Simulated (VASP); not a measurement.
Consider the following.

```xyz
2
Lattice="1.5902 -2.7543 0.0000 1.5902 2.7543 0.0000 0.0000 0.0000 5.0922" Properties=species:S:1:pos:R:3 pbc="T T T"
Mg     1.5902     0.9181     1.2730
Mg     1.5902    -0.9181     3.8191
```

Level of theory: r2SCAN+rVV10, VASP's PBE PAW potentials (set 64) (plane waves; VASP). Numerical set-up: 520 eV cut-off, 15×15×8 Γ-centred mesh, tetrahedra with Blöchl corrections, potentials Mg.

Question: Give the energies of bands 1 to 5 at the high-symmetry points, in eV from the Fermi level.

Answer: 
| band | Γ | M | K | A | L | H |
|---|---|---|---|---|---|---|
| 1 | -7.55 | -2.49 | -0.91 | -6.01 | -1.33 | 0.09 |
| 2 | -1.91 | -2.32 | -0.69 | -6.01 | -1.33 | 0.09 |
| 3 | -1.10 | 2.85 | -0.69 | 5.67 | -0.44 | 0.54 |
| 4 | 11.68 | 3.13 | 4.43 | 5.67 | -0.44 | 0.54 |
| 5 | 11.68 | 3.73 | 4.43 | 12.46 | 8.61 | 1.85 |

It has no gap at this level: it comes out as a metal or semimetal.

The compound is Mg in the hcp structure. It was relaxed first.
